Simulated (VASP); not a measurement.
# MgS (Niningerite): exact exchange and RPA correlation, part 4 of 6

How do semilocal functionals compare with the RPA for MgS (Niningerite), and at what cost? The scan starts from a database cell scaled to its smallest volume. The cell is of the rock-salt type. The start is a cell from a database of measured crystal structures.

VASP 6.6.1, plane waves and PAW; the level of theory is named at each step.

So far. Step 16 (Orbitals, volume ratio 1): The run ends at a pressure of 1.01 GPa. Step 17 (Exact exchange, volume ratio 1): The Hartree-Fock energy on these orbitals is -7.0006 eV an atom.

## 18. Empty bands, volume ratio 1

This step: PBE; plane waves and PAW (S_GW, Mg_GW) (VASP 6.6.1).

The empty bands are made again, for the run that follows.

INCAR reads:

```
SYSTEM = MgS
PREC = Accurate
ENCUT = 300
ISMEAR = 0
SIGMA = 0.05
LREAL = .FALSE.
GGA = PE
NBANDS = 416
ALGO = Exact
NELM = 1
LWAVE = .TRUE.
LCHARG = .FALSE.
LOPTICS = .TRUE.
NEDOS = 1000
CSHIFT = 0.1
```

POSCAR reads:

```
MgS
1.0
    0.0000000000      2.6016500000      2.6016500000
    2.6016500000      0.0000000000      2.6016500000
    2.6016500000      2.6016500000      0.0000000000
S Mg
1 1
Direct
    0.5000000000      0.5000000000      0.5000000000
    0.0000000000      0.0000000000      0.0000000000
```

KPOINTS reads:

```
Automatic mesh
0
Gamma
4 4 4
0 0 0
```

Potentials, in the order of the species: S_GW and Mg_GW (PBE family, release 64).

Run with:

```bash
$ mpirun -np 8 vasp_std
```

Log:

```text
[banner, memory and clock lines left out]
running    8 mpi-ranks, on    1 nodes
[...]
[... a notice as in an earlier step ...]

 LDA part: xc-table for (Slater+PW92), standard interpolation
 found WAVECAR, reading the header
  number of bands has changed, file:    10 present:   416
  trying to continue reading WAVECAR, but it might fail
 POSCAR, INCAR and KPOINTS ok, starting setup
[...]
reading WAVECAR
 random initialization beyond band           10
 the WAVECAR file was read successfully
 initial charge from wavefunction
 entering main loop
       N       E                     dE             d eps       ncg     rms          rms(c)
DIA:   1    -0.845532E+01   -0.84553E+01    0.00000E+00     0   0.000E+00
   1 F= -.84553156E+01 E0= -.84553156E+01  d E =-.997619E-41
 writing wavefunctions
 optical routines
 imaginary and real dielectric function
 recalculating local potential from charge density
 direction            1
 direction            2
 direction            3
```

Elapsed: 1.4 s, on 8 MPI ranks of Intel Xeon 6975P-C (Granite Rapids), shared host; peak memory 0.86 GiB.

OUTCAR, selected parts (step 18):

```text
  Total        0.2208477      0.2208477      0.2208477     -0.0000000      0.0000000     -0.0000000
  in kB       10.0467810     10.0467810     10.0467810     -0.0000000      0.0000000     -0.0000000
  external PRESSURE =      10.0467810 kB  Pullay stress =       0.0000000 kB

 POSITION                                       TOTAL-FORCE (eV/Angst)
 -----------------------------------------------------------------------------------
      2.60165      2.60165      2.60165        -0.000000     -0.000000     -0.000000
      0.00000      0.00000      0.00000         0.000000      0.000000      0.000000
 -----------------------------------------------------------------------------------
    total drift:                               -0.000000     -0.000000      0.000000

  FREE ENERGIE OF THE ION-ELECTRON SYSTEM (eV)
  ---------------------------------------------------
  free  energy   TOTEN  =        -8.4553156317 eV

  energy  without entropy=       -8.4553156317  energy(sigma->0) =       -8.45531563

[... 1 part as in an earlier step ...]

[... 2 further parts left out ...]
[key lines of the parts left out:]
E-fermi :   4.2378
```

WAVECAR now holds 416 bands for 8 electrons.

## 19. RPA correlation, volume ratio 1

This step: RPA correlation on PBE orbitals; plane waves and PAW (S_GW, Mg_GW) (VASP 6.6.1).

RPA correlation at this point.

INCAR reads:

```
SYSTEM = MgS
PREC = Accurate
ENCUT = 300
ISMEAR = 0
SIGMA = 0.05
LREAL = .FALSE.
GGA = PE
NBANDS = 416
ALGO = ACFDT
ENCUTGW = 200
NOMEGA = 12
PRECFOCK = Fast
LWAVE = .FALSE.
LCHARG = .FALSE.
```

POSCAR is that of step 18.

KPOINTS is that of step 18.

Run with:

```bash
$ mpirun -np 8 vasp_std
```

Log:

```text
[banner, memory and clock lines left out]
running    8 mpi-ranks, on    1 nodes
[...]
[... a notice as in an earlier step ...]

 LDA part: xc-table for (Slater+PW92), standard interpolation
 found WAVECAR, reading the header
 POSCAR, INCAR and KPOINTS ok, starting setup
[...]
reading WAVECAR
 the WAVECAR file was read successfully
 initial charge from wavefunction
 available memory per node:     34.28 GB, setting MAXMEM to     35105

 The Fermi energy was updated, please check that it is located mid-gap
 values below the HOMO (VB) or above the LUMO (CB) will cause erroneous energies
 E-fermi :   5.1451

 the WAVEDER file was read successfully
 set NWRITE>2 for more details about minimax calculation
 number of imaginary grid points requested:      12
 number of distinct grids requested:  1
 quadrature errors minimized for energies in [ 0.275E+01, 0.300E+03 ]
 bosonic grid (T=0, re) determined with error: 0.4129E-08
 bosonic grid (re): 0.4129E-08
[...]
NQ=   2    0.2500    0.0000    0.0000,
|.........|.........|.........|.........
 performed       2530000 updates of chi_q(r,r)
 total number of BLAS operations       1034.50 Gflops
NQ=   3    0.5000    0.0000    0.0000,
|.........|.........|.........|.........
 performed       3795000 updates of chi_q(r,r)
 total number of BLAS operations       1560.86 Gflops
NQ=   4    0.2500    0.2500    0.0000,
|.........|.........|.........|.........
 performed       5060000 updates of chi_q(r,r)
 total number of BLAS operations       2042.05 Gflops
NQ=   5    0.5000    0.2500    0.0000,
|.........|.........|.........|.........
 performed       6325000 updates of chi_q(r,r)
 total number of BLAS operations       2559.21 Gflops
NQ=   6   -0.2500    0.2500    0.0000,
|.........|.........|.........|.........
 performed       7590000 updates of chi_q(r,r)
 total number of BLAS operations       3058.23 Gflops
NQ=   7    0.5000    0.5000    0.0000,
|.........|.........|.........|.........
 performed       8855000 updates of chi_q(r,r)
 total number of BLAS operations       3557.24 Gflops
NQ=   8   -0.2500    0.5000    0.2500,
|.........|.........|.........|.........
 performed      10120000 updates of chi_q(r,r)
 total number of BLAS operations       4065.29 Gflops
 entering main loop
```

Run time: 15 s. Hardware: 8 MPI ranks; peak memory 1.2 GiB; 1.9 min of CPU time.

Parts of OUTCAR (step 19):

```text
      cutoff energy     smooth cutoff   RPA   correlation   Hartree contr. to MP2
---------------------------------------------------------------------------------
            200.000           160.000      -11.3238943092      -17.4100261571
            190.476           152.381      -11.2694252018      -17.3502976527
            181.406           145.125      -11.2106903336      -17.2857045605
            172.768           138.214      -11.1479984104      -17.2165076863
            164.541           131.632      -11.0799239596      -17.1410891581
            156.705           125.364      -11.0074558315      -17.0605177017
            149.243           119.394      -10.9304625293      -16.9744846599
            142.136           113.709      -10.8476093819      -16.8814737543
  linear regression

[... 2 parts as in an earlier step ...]

[... 2 further parts left out ...]
[key lines of the parts left out:]
E-fermi :   5.1451
```

The correlation energy is -6.0178 eV an atom, +10 meV against the point before. With exact exchange the total is -13.0184 eV an atom.

## 20. Comparison: r2SCAN, volume ratio 1

This step: r2SCAN; plane waves and PAW (S_GW, Mg_GW) (VASP 6.6.1).

The comparison at this point.

INCAR reads:

```
SYSTEM = MgS
PREC = Accurate
ENCUT = 300
EDIFF = 1E-06
NELM = 100
ISMEAR = 0
SIGMA = 0.05
LREAL = .FALSE.
ALGO = Normal
METAGGA = R2SCAN
LASPH = .TRUE.
NBANDS = 10
LWAVE = .FALSE.
LCHARG = .FALSE.
KPAR = 8
```

POSCAR is that of step 19.

KPOINTS is that of step 19.

Run with:

```bash
$ mpirun -np 8 vasp_std
```

Log:

```text
[... set-up lines as in an earlier step ...]
 entering main loop
       N       E                     dE             d eps       ncg     rms          rms(c)
DAV:   1     0.513646E+01    0.51365E+01   -0.39430E+03   160   0.561E+02
DAV:   2    -0.163035E+02   -0.21440E+02   -0.19984E+02   236   0.835E+01
DAV:   3    -0.170757E+02   -0.77221E+00   -0.77127E+00   198   0.185E+01
DAV:   4    -0.170958E+02   -0.20179E-01   -0.20176E-01   214   0.265E+00
[...]
DAV:  11    -0.154745E+02   -0.94684E-05   -0.28676E-06   196   0.980E-03    0.130E-03
DAV:  12    -0.154745E+02    0.10613E-05   -0.20049E-07    98   0.261E-03    0.378E-04
DAV:  13    -0.154745E+02    0.93799E-06   -0.16301E-08    90   0.970E-04
   1 F= -.15474481E+02 E0= -.15474481E+02  d E =-.645371E-19
```

Elapsed: 4 s, on 8 MPI ranks; peak memory 0.96 GiB.

OUTCAR, selected parts (step 20):

```text
  Total       -0.0930450     -0.0930450     -0.0930450      0.0000000     -0.0000000     -0.0000000
  in kB       -4.2327948     -4.2327948     -4.2327948      0.0000000     -0.0000000     -0.0000000
  external PRESSURE =      -4.2327948 kB  Pullay stress =       0.0000000 kB

 POSITION                                       TOTAL-FORCE (eV/Angst)
 -----------------------------------------------------------------------------------
      2.60165      2.60165      2.60165         0.000000     -0.000000      0.000000
      0.00000      0.00000      0.00000        -0.000000      0.000000      0.000000
 -----------------------------------------------------------------------------------
    total drift:                               -0.000000     -0.000000      0.000000

  FREE ENERGIE OF THE ION-ELECTRON SYSTEM (eV)
  ---------------------------------------------------
  free  energy   TOTEN  =       -15.4744807927 eV

  energy  without entropy=      -15.4744807927  energy(sigma->0) =      -15.47448079

[... 2 parts as in an earlier step ...]

[... 1 further part left out ...]
[key lines of the parts left out:]
E-fermi :   3.8342
```

Its energy is -7.7372 eV an atom, on a zero of its own.

## 21. Orbitals for comparison: HSE06, volume ratio 1

This step: PBE; plane waves and PAW (S_GW, Mg_GW) (VASP 6.6.1).

Starting orbitals, as before.

INCAR reads:

```
SYSTEM = MgS
PREC = Accurate
ENCUT = 300
EDIFF = 1E-05
NELM = 100
ISMEAR = 0
SIGMA = 0.05
LREAL = .FALSE.
ALGO = Normal
GGA = PE
NBANDS = 10
LORBIT = 11
LWAVE = .TRUE.
LCHARG = .FALSE.
KPAR = 8
```

POSCAR is that of step 20.

KPOINTS is that of step 20.

Run with:

```bash
$ mpirun -np 8 vasp_std
```

Log:

```text
[... set-up lines as in an earlier step ...]
 entering main loop
       N       E                     dE             d eps       ncg     rms          rms(c)
[... 10 cycles as in an earlier step ...]
DAV:  11    -0.845532E+01    0.39036E-05   -0.96338E-06   108   0.160E-02
   1 F= -.84553163E+01 E0= -.84553163E+01  d E =-.269010E-16
 writing wavefunctions
```

Wall time 1.4 s (8 MPI ranks); peak memory 0.96 GiB; 5.3 s of CPU time.

Parts of OUTCAR (step 21):

```text
  Total        0.2185033      0.2185033      0.2185033      0.0000000      0.0000000     -0.0000000
  in kB        9.9401296      9.9401296      9.9401296      0.0000000      0.0000000     -0.0000000
  external PRESSURE =       9.9401296 kB  Pullay stress =       0.0000000 kB

 POSITION                                       TOTAL-FORCE (eV/Angst)
 -----------------------------------------------------------------------------------
      2.60165      2.60165      2.60165         0.000000      0.000000     -0.000000
      0.00000      0.00000      0.00000        -0.000000     -0.000000      0.000000
 -----------------------------------------------------------------------------------
    total drift:                               -0.000000     -0.000000      0.000000

  FREE ENERGIE OF THE ION-ELECTRON SYSTEM (eV)
  ---------------------------------------------------
  free  energy   TOTEN  =        -8.4553162952 eV

  energy  without entropy=       -8.4553162952  energy(sigma->0) =       -8.45531630

[... 2 parts as in an earlier step ...]

[... 1 further part left out ...]
[key lines of the parts left out:]
E-fermi :   4.0502
```

The run ends at a pressure of 0.99 GPa.

## 22. Comparison: HSE06, volume ratio 1

This step: HSE06; plane waves and PAW (S_GW, Mg_GW) (VASP 6.6.1).

The comparison at this point.

INCAR reads:

```
SYSTEM = MgS
PREC = Accurate
ENCUT = 300
EDIFF = 1E-06
NELM = 100
ISMEAR = 0
SIGMA = 0.05
LREAL = .FALSE.
ALGO = Normal
LHFCALC = .TRUE.
AEXX = 0.25
GGA = PE
HFSCREEN = 0.2
LASPH = .TRUE.
NBANDS = 10
PRECFOCK = Fast
LWAVE = .FALSE.
LCHARG = .FALSE.
KPAR = 8
```

POSCAR is that of step 21.

KPOINTS is that of step 21.

The run starts from files that an earlier step left in the folder.

Run with:

```bash
$ mpirun -np 8 vasp_std
```

Log:

```text
[... set-up lines as in an earlier step ...]
 entering main loop
       N       E                     dE             d eps       ncg     rms          rms(c)
DAV:   1    -0.986719E+01   -0.98672E+01   -0.18911E-01   174   0.269E+00    0.159E-01
DAV:   2    -0.986833E+01   -0.11443E-02   -0.34390E-03   192   0.374E-01    0.118E-01
DAV:   3    -0.986808E+01    0.25364E-03   -0.18856E-04   214   0.978E-02    0.732E-02
DAV:   4    -0.986797E+01    0.10527E-03   -0.33305E-05   236   0.404E-02    0.446E-02
DAV:   5    -0.986793E+01    0.39701E-04   -0.12031E-05   236   0.235E-02    0.265E-02
DAV:   6    -0.986792E+01    0.14703E-04   -0.46137E-06   238   0.145E-02    0.157E-02
DAV:   7    -0.986791E+01    0.56151E-05   -0.17299E-06   180   0.897E-03    0.934E-03
DAV:   8    -0.986791E+01    0.22216E-05   -0.57331E-07    92   0.541E-03    0.561E-03
DAV:   9    -0.986791E+01    0.85652E-06   -0.38092E-07    88   0.463E-03
   1 F= -.98679092E+01 E0= -.98679092E+01  d E =-.219558E-17
```

The job ended after 5 s (8 MPI ranks; peak memory 1.7 GiB).

OUTCAR, selected parts (step 22):

```text
 POSITION                                       TOTAL-FORCE (eV/Angst)
 -----------------------------------------------------------------------------------
      2.60165      2.60165      2.60165        -0.000000     -0.000000      0.000000
      0.00000      0.00000      0.00000         0.000000      0.000000     -0.000000
 -----------------------------------------------------------------------------------
    total drift:                               -0.000351     -0.000560     -0.000564

  FREE ENERGIE OF THE ION-ELECTRON SYSTEM (eV)
  ---------------------------------------------------
  free  energy   TOTEN  =        -9.8679092500 eV

  energy  without entropy=       -9.8679092500  energy(sigma->0) =       -9.86790925

[... 2 parts as in an earlier step ...]

[... 1 further part left out ...]
[key lines of the parts left out:]
E-fermi :   3.3707
```

Its energy is -4.9340 eV an atom, on a zero of its own.

## 23. Orbitals, volume ratio 1.03

This step: PBE; plane waves and PAW (S_GW, Mg_GW) (VASP 6.6.1).

The same chain follows at a volume ratio of 1.03.

INCAR reads:

```
SYSTEM = MgS
PREC = Accurate
ENCUT = 300
EDIFF = 1E-08
NELM = 100
ISMEAR = 0
SIGMA = 0.05
LREAL = .FALSE.
ALGO = Normal
GGA = PE
NBANDS = 10
LORBIT = 11
LWAVE = .TRUE.
LCHARG = .FALSE.
KPAR = 8
```

POSCAR reads:

```
MgS
1.0
    0.0000000000      2.6274105862      2.6274105862
    2.6274105862      0.0000000000      2.6274105862
    2.6274105862      2.6274105862      0.0000000000
S Mg
1 1
Direct
    0.5000000000      0.5000000000      0.5000000000
    0.0000000000      0.0000000000      0.0000000000
```

KPOINTS is that of step 22.

Run with:

```bash
$ mpirun -np 8 vasp_std
```

Log:

```text
[... set-up lines as in an earlier step ...]
 entering main loop
       N       E                     dE             d eps       ncg     rms          rms(c)
DAV:   1     0.157142E+02    0.15714E+02   -0.33286E+03   160   0.521E+02
DAV:   2    -0.763202E+01   -0.23346E+02   -0.22814E+02   216   0.834E+01
DAV:   3    -0.886959E+01   -0.12376E+01   -0.12359E+01   212   0.217E+01
DAV:   4    -0.889368E+01   -0.24098E-01   -0.24093E-01   226   0.296E+00
[...]
DAV:  11    -0.845634E+01    0.44254E-05   -0.11936E-05   192   0.174E-02    0.172E-03
DAV:  12    -0.845634E+01    0.79374E-06   -0.73404E-07   206   0.518E-03    0.397E-04
DAV:  13    -0.845634E+01   -0.78737E-08   -0.32644E-08   168   0.111E-03
   1 F= -.84563351E+01 E0= -.84563351E+01  d E =-.186900E-11
 writing wavefunctions
```

Elapsed: 1.4 s, on 8 MPI ranks; peak memory 0.97 GiB.

Parts of OUTCAR (step 23):

```text
  Total       -0.2702834     -0.2702834     -0.2702834     -0.0000000      0.0000000      0.0000000
  in kB      -11.9375759    -11.9375759    -11.9375759     -0.0000000      0.0000000      0.0000000
  external PRESSURE =     -11.9375759 kB  Pullay stress =       0.0000000 kB

 POSITION                                       TOTAL-FORCE (eV/Angst)
 -----------------------------------------------------------------------------------
      2.62741      2.62741      2.62741        -0.000000      0.000000     -0.000000
      0.00000      0.00000      0.00000         0.000000     -0.000000      0.000000
 -----------------------------------------------------------------------------------
    total drift:                               -0.000000     -0.000000      0.000000

  FREE ENERGIE OF THE ION-ELECTRON SYSTEM (eV)
  ---------------------------------------------------
  free  energy   TOTEN  =        -8.4563350620 eV

  energy  without entropy=       -8.4563350620  energy(sigma->0) =       -8.45633506

[... 1 part as in an earlier step ...]

[... 2 further parts left out ...]
[key lines of the parts left out:]
E-fermi :   3.7351
```

The run ends at a pressure of -1.19 GPa.

## 24. Exact exchange, volume ratio 1.03

This step: Hartree-Fock energy on PBE orbitals; plane waves and PAW (S_GW, Mg_GW) (VASP 6.6.1).

Exact exchange at this point.

INCAR reads:

```
SYSTEM = MgS
PREC = Accurate
ENCUT = 300
ISMEAR = 0
SIGMA = 0.05
LREAL = .FALSE.
GGA = PE
NBANDS = 10
ALGO = Eigenval
NELM = 1
LHFCALC = .TRUE.
AEXX = 1
ALDAC = 0
AGGAC = 0
PRECFOCK = Normal
LWAVE = .FALSE.
LCHARG = .FALSE.
```

POSCAR is that of step 23.

KPOINTS is that of step 23.

The WAVECAR or CHGCAR of an earlier step is read.

Run with:

```bash
$ mpirun -np 8 vasp_std
```

Log:

```text
[... set-up lines as in an earlier step ...]
 entering main loop
       N       E                     dE             d eps       ncg     rms          rms(c)
EIG:   1    -0.140118E+02   -0.14012E+02    0.00000E+00     0   0.000E+00
   1 F= -.14011791E+02 E0= -.14011791E+02  d E =-.655274E-22
```

Run time: 1.8 s. Hardware: 8 MPI ranks; peak memory 0.79 GiB; 8.6 s of CPU time.

OUTCAR, selected parts (step 24):

```text
 POSITION                                       TOTAL-FORCE (eV/Angst)
 -----------------------------------------------------------------------------------
      2.62741      2.62741      2.62741         0.000000      0.000000      0.000000
      0.00000      0.00000      0.00000        -0.000000     -0.000000     -0.000000
 -----------------------------------------------------------------------------------
    total drift:                               -0.000000     -0.000000     -0.000000

  FREE ENERGIE OF THE ION-ELECTRON SYSTEM (eV)
  ---------------------------------------------------
  free  energy   TOTEN  =       -14.0117910531 eV

  energy  without entropy=      -14.0117910531  energy(sigma->0) =      -14.01179105

[... 2 parts as in an earlier step ...]

[... 1 further part left out ...]
[key lines of the parts left out:]
E-fermi :   3.8428
```

The Hartree-Fock energy on these orbitals is -7.0059 eV an atom.

(Continued in part 5 of 6.)

[Long decimals in the printed logs are rounded to 6 places.]

[Lines on the potential files, build, host, timing and source positions are cut from VASP's logs without a mark.]

[Logs are printed without paths, hosts, clocks, repeated set-up lines and the standing remarks that a program may print on its own settings, such as how far it seeks lower states.]

[Hosts, paths, dates, database ids (printed as entryN), source tags and the programs' standing remarks are cut or masked in the printed files.]

[Measured values are set beside computed ones only where the two were judged alike; some that the calculation misses by far are left out.]

[Pressures printed for these runs are not shown converged in the cutoff: they can be off by several GPa and have the wrong sign.]
